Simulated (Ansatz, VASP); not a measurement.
# Cross-check of AlBPN between VASP and Ansatz, part 2 of 2

One calculation is typed for both programs; each brings its own data sets. How far apart do they land? The cell is generated by rule, not measured, and may not be a known phase. The cell is taken from a series of runs on this material, whose earlier steps may have relaxed, scaled, displaced or heated it; both programs get it as it stands.

VASP 6.6.1 and Ansatz 0.2.0.

So far. Step 5 (Ansatz: single point, LDA, pair 2): The run ends at a pressure of 1.40 GPa, with forces up to 0.55 eV/Å.

## 6. VASP: single point, LDA, pair 2

Level of this step: LDA; plane waves and PAW (Al, B, N, P); invented cell (VASP).

The same cell, functional (in two slightly different forms), mesh and smearing now go to VASP, with its own data sets.

Input file INCAR:

```
SYSTEM = AlBPN
PREC = Accurate
ENCUT = 600
EDIFF = 1E-06
NELM = 120
ISMEAR = 1
SIGMA = 0.15
LREAL = .FALSE.
ALGO = Normal
GGA = PW92
NBANDS = 24
LORBIT = 11
LWAVE = .FALSE.
LCHARG = .FALSE.
ISIF = 2
LASPH = .TRUE.
GGA_COMPAT = .FALSE.
KPAR = 2
```

Input file POSCAR:

```
AlBPN
1.0
    2.2381147998      2.2381147998      0.0000000000
   -2.1700482452      2.1700482452      0.0000000000
    0.0000000000      0.0000000000      9.0354674816
Al B N P
2 2 2 2
Direct
    0.0000000000      0.9980458569      0.5384568651
    0.5000000000      0.4918291810      0.7710455580
    0.0000000000      0.0456187781      0.9766086738
    0.5000000000      0.5055379511      0.2284562538
    0.5000000000      0.9906625343      0.6498554086
    0.0000000000      0.4738878720      0.8848558858
    0.5000000000      0.0047398950      0.1018511609
    0.0000000000      0.5022571649      0.3488701939
```

Input file KPOINTS:

```
Automatic mesh
0
Gamma
12 12 4
0 0 0
```

Potentials, in the order of the species: Al, B, N and P (LDA family, release 64).

Started as:

```sh
$ mpirun -np 2 vasp_std
```

Numbers of over 12 decimals in the logs are rounded to 6 here.

Log:

```text
[banner, memory and clock lines left out]
running    2 mpi-ranks, on    1 nodes
[...]
[... a notice as in an earlier step ...]

 LDA part: xc-table for (Slater(with rela. corr.)+PW92), standard interpolation
 POSCAR, INCAR and KPOINTS ok, starting setup
[...]
entering main loop
       N       E                     dE             d eps       ncg     rms          rms(c)
DAV:   1     0.106884342726E+03    0.10688E+03   -0.15622E+04  8736   0.133E+03
DAV:   2    -0.557856398358E+02   -0.16267E+03   -0.15287E+03 11632   0.227E+02
DAV:   3    -0.646689809084E+02   -0.88833E+01   -0.87704E+01 11608   0.538E+01
DAV:   4    -0.647699791894E+02   -0.10100E+00   -0.10089E+00 10776   0.656E+00
[...]
DAV:  12    -0.590771608236E+02    0.68020E-05   -0.89982E-05 11464   0.600E-02    0.221E-02
DAV:  13    -0.590771610957E+02   -0.27205E-06   -0.12774E-05 10992   0.243E-02    0.806E-03
DAV:  14    -0.590771607763E+02    0.31939E-06   -0.12256E-06  6696   0.757E-03
   1 F= -.59077161E+02 E0= -.59077561E+02  d E =0.120033E-02
```

OUTCAR, selected parts (step 6):

```text
  Total        1.0179066      1.0179066      0.2367275     -1.1748215      0.4169545     -0.4169546
  in kB       18.5817291     18.5817291      4.3214241    -21.4461878      7.6114417     -7.6114420
  external PRESSURE =      13.8282941 kB  Pullay stress =       0.0000000 kB

 POSITION                                       TOTAL-FORCE (eV/Angst)
 -----------------------------------------------------------------------------------
     -2.16581      2.16581      4.86521         0.000857     -0.000857     -0.040554
      0.05176      2.18635      6.96676         0.010184     -0.010184      0.079418
     -0.09899      0.09899      8.82412         0.155117     -0.155117      0.533992
      0.02202      2.21610      2.06421        -0.001283      0.001283      0.026148
     -1.03073      3.26884      5.87175         0.001193     -0.001193     -0.016000
     -1.02836      1.02836      7.99509        -0.156915      0.156915     -0.452521
      1.10877      1.12934      0.92027        -0.017225      0.017225     -0.113562
     -1.08992      1.08992      3.15221         0.008072     -0.008072     -0.016921
 -----------------------------------------------------------------------------------
    total drift:                               -0.000018      0.000018     -0.000346

  FREE ENERGIE OF THE ION-ELECTRON SYSTEM (eV)
  ---------------------------------------------------
  free  energy   TOTEN  =       -59.0771607763 eV

  energy  without entropy=      -59.0783611094  energy(sigma->0) =      -59.07756089

[... 3 further parts left out ...]
[key lines of the parts left out:]
E-fermi :   9.0763
```

The run ends at a pressure of 1.38 GPa, with forces up to 0.58 eV/Å.

## 7. Comparison

Both answers:

| quantity | Ansatz | VASP | difference |
| --- | --- | --- | --- |
| pressure (GPa) | 1.40 | 1.38 | +0.02 |

Forces (eV/Å; atoms numbered as in POSCAR):

| atom | Ansatz x, y, z | VASP x, y, z |
| --- | --- | --- |
| Al1 | 0.001, -0.001, -0.019 | 0.001, -0.001, -0.041 |
| Al2 | 0.012, -0.012, 0.082 | 0.010, -0.010, 0.079 |
| B3 | 0.143, -0.143, 0.508 | 0.155, -0.155, 0.534 |
| B4 | -0.001, 0.001, 0.029 | -0.001, 0.001, 0.026 |
| N5 | 0.001, -0.001, -0.018 | 0.001, -0.001, -0.016 |
| N6 | -0.149, 0.149, -0.467 | -0.157, 0.157, -0.453 |
| P7 | -0.015, 0.015, -0.121 | -0.017, 0.017, -0.114 |
| P8 | 0.008, -0.008, 0.006 | 0.008, -0.008, -0.017 |

The forces differ by 10 meV/Å r.m.s., which is 6.3 % of the r.m.s. force of 0.159 eV/Å (both taken over all components).

## 8. VASP: single point, LDA, pair 3

With cell and atoms fixed, the geometry can't cause a difference; cores, projectors, grids and the points listed under the comparison can.

INCAR is that of step 6.

Input file POSCAR:

```
AlBPN
1.0
    2.2381147998      2.2381147998      0.0000000000
   -2.1700482452      2.1700482452      0.0000000000
    0.0000000000      0.0000000000      9.0354674816
Al B N P
2 2 2 2
Direct
    0.0000000000      0.9969292037      0.5384568651
    0.5000000000      0.4871601416      0.7710455580
    0.0000000000      0.0716866513      0.9766086738
    0.5000000000      0.5087024945      0.2284562538
    0.5000000000      0.9853268396      0.6498554086
    0.0000000000      0.4589666560      0.8848558858
    0.5000000000      0.0074484064      0.1018511609
    0.0000000000      0.5035469735      0.3488701939
```

KPOINTS is that of step 6.

Started as:

```sh
$ mpirun -np 2 vasp_std
```

Log:

```text
[... set-up lines as in an earlier step ...]
 entering main loop
       N       E                     dE             d eps       ncg     rms          rms(c)
DAV:   1     0.107474307719E+03    0.10747E+03   -0.15580E+04  8736   0.133E+03
DAV:   2    -0.559469247144E+02   -0.16342E+03   -0.15343E+03 11608   0.228E+02
DAV:   3    -0.649281092162E+02   -0.89812E+01   -0.88681E+01 11608   0.543E+01
DAV:   4    -0.650296746201E+02   -0.10157E+00   -0.10147E+00 10760   0.660E+00
[...]
DAV:  12    -0.590131848634E+02    0.22440E-04   -0.15811E-04 11424   0.773E-02    0.276E-02
DAV:  13    -0.590131863976E+02   -0.15342E-05   -0.19014E-05 10928   0.298E-02    0.985E-03
DAV:  14    -0.590131854575E+02    0.94002E-06   -0.31660E-06  9624   0.116E-02
   1 F= -.59013185E+02 E0= -.59013376E+02  d E =0.572485E-03
```

Parts of OUTCAR (step 8):

```text
  Total        2.5128490      2.5128490      0.7934438     -2.7886540      0.2889218     -0.2889218
  in kB       45.8716754     45.8716754     14.4841951    -50.9064544      5.2742227     -5.2742228
  external PRESSURE =      35.4091819 kB  Pullay stress =       0.0000000 kB

 POSITION                                       TOTAL-FORCE (eV/Angst)
 -----------------------------------------------------------------------------------
     -2.16338      2.16338      4.86521         0.001297     -0.001297     -0.062268
      0.06190      2.17622      6.96676         0.017045     -0.017045      0.188647
     -0.15556      0.15556      8.82412         0.653382     -0.653382      1.481686
      0.01515      2.22297      2.06421         0.001271     -0.001271      0.067477
     -1.01915      3.25726      5.87175        -0.009270      0.009270     -0.035384
     -0.99598      0.99598      7.99509        -0.648830      0.648830     -1.359657
      1.10289      1.13522      0.92027        -0.031387      0.031387     -0.267807
     -1.09272      1.09272      3.15221         0.016493     -0.016493     -0.012694
 -----------------------------------------------------------------------------------
    total drift:                                0.000140     -0.000140     -0.000407

  FREE ENERGIE OF THE ION-ELECTRON SYSTEM (eV)
  ---------------------------------------------------
  free  energy   TOTEN  =       -59.0131854575 eV

  energy  without entropy=      -59.0137579430  energy(sigma->0) =      -59.01337629

[... 2 parts as in an earlier step ...]

[... 1 further part left out ...]
[key lines of the parts left out:]
E-fermi :   8.9789
```

The run ends at a pressure of 3.54 GPa, with forces up to 1.7 eV/Å.

## 9. Ansatz: single point, LDA, pair 3

The same cell, functional (in two slightly different forms), mesh and smearing now go to Ansatz, which takes its cutoff from its data sets.

The cell is taken from a series of runs on this material, whose earlier steps may have relaxed, scaled, displaced or heated it; both programs get it as it stands.

Input file input.yaml:

```yaml
crystal:
  lattice:
    - [2.2381147998, 2.2381147998, 0.0]
    - [-2.1700482452, 2.1700482452, 0.0]
    - [0.0, 0.0, 9.0354674816]
  atoms:
    - { symbol: Al, position: [0.0, -0.0030707963, 0.5384568651] }
    - { symbol: Al, position: [0.5, 0.4871601416, 0.771045558] }
    - { symbol: B, position: [0.0, 0.0716866513, 0.9766086738] }
    - { symbol: B, position: [0.5, 0.5087024945, 0.2284562538] }
    - { symbol: "N", position: [0.5, -0.0146731604, 0.6498554086] }
    - { symbol: "N", position: [0.0, 0.458966656, 0.8848558858] }
    - { symbol: P, position: [0.5, 0.0074484064, 0.1018511609] }
    - { symbol: P, position: [0.0, 0.5035469735, 0.3488701939] }
kpoints:
  mp_grid: { grid: [12, 12, 4] }
hamiltonian:
  xc: lda
scf:
  occupations: { method: methfessel_paxton, width: 0.15 }
output:
  forces: true
  stress: true
  eigenvalues: true
```

Started as:

```sh
$ ansatz run input.yaml --threads 8 --pin off --max-ram 14336MiB --backend cpu --events-out ev --progress --plain --runs-dir out
```

Log:

```text
[...]
Crystal: 8 atoms, lattice volume = 87.767 Å³
Basis set: ecut = 420 eV, 1699 PW (Γ)
Bands: 24, of which v1, the nominal top of the filled ones, is band 16 counted from 1 (15 counted from 0)
Symmetry: 2 space group operations
[...]
k-points: 182 of 576 (time reversal used)
[...]
k-point 0: bands = [... 12 lower, 6.7170, 7.9370, 9.0331, 9.7359, 10.4783, 10.8055, 11.6964, 11.9043, ... 4 higher]
  k-point 1: bands = [... 12 lower, 6.7327, 7.6094, 8.9928, 9.6676, 10.5835, 10.8527, 11.6574, 11.9358, ... 4 higher]
  k-point 2: bands = [... 12 lower, 6.6640, 7.1550, 8.9523, 9.6286, 10.6458, 10.9050, 11.6131, 11.9729, ... 4 higher]
  k-point 181: bands = [... 12 lower, 4.5164, 4.7645, 4.7893, 4.9392, 10.3409, 11.5155, 11.8559, 12.3291, ... 4 higher]
[key lines of the parts left out:]
SCF converged after 9 iterations
Free energy (F): -3530.331400 eV
Fermi energy:    10.319399 eV
P = ⅓ Tr σ = 3.5554 GPa (35.554 kbar)
```

The run ends at a pressure of 3.56 GPa, with forces up to 1.7 eV/Å.

## 10. Differences

Both answers:

| quantity | Ansatz | VASP | difference |
| --- | --- | --- | --- |
| pressure (GPa) | 3.56 | 3.54 | +0.01 |

Forces (eV/Å; atoms numbered as in POSCAR):

| atom | Ansatz x, y, z | VASP x, y, z |
| --- | --- | --- |
| Al1 | 0.002, -0.002, -0.040 | 0.001, -0.001, -0.062 |
| Al2 | 0.020, -0.020, 0.192 | 0.017, -0.017, 0.189 |
| B3 | 0.635, -0.635, 1.452 | 0.653, -0.653, 1.482 |
| B4 | 0.001, -0.001, 0.070 | 0.001, -0.001, 0.067 |
| N5 | -0.010, 0.010, -0.038 | -0.009, 0.009, -0.035 |
| N6 | -0.637, 0.637, -1.370 | -0.649, 0.649, -1.360 |
| P7 | -0.029, 0.029, -0.277 | -0.031, 0.031, -0.268 |
| P8 | 0.016, -0.016, 0.010 | 0.016, -0.016, -0.013 |

The forces differ by 11 meV/Å r.m.s., which is 2.3 % of the r.m.s. force of 0.494 eV/Å (both taken over all components).

## 11. Summary of results

* r.m.s. force difference (single point, LDA, pair 1): 0.46 % of the r.m.s. force
* r.m.s. force difference (single point, LDA, pair 2): 10 meV/Å
* r.m.s. force difference (single point, LDA, pair 3): 2.3 % of the r.m.s. force

The r.m.s. force difference is 10 meV/Å (single point, LDA, pair 2), within the 12 meV/Å picked in this series as the mark of a large difference. 3 further runs of this series are not shown here. Such differences can come from data sets, numerical settings and the points named under the comparisons, not from the functional's error against experiment.

[Lines on the potential files, build, host, timing and source positions are cut from VASP's logs without a mark.]

[Logs are printed without paths, hosts, clocks, repeated set-up lines and the standing remarks that a program may print on its own settings, such as how far it seeks lower states.]

[Hosts, paths, dates, database ids (printed as entryN), source tags and the programs' standing remarks are cut or masked in the printed files.]
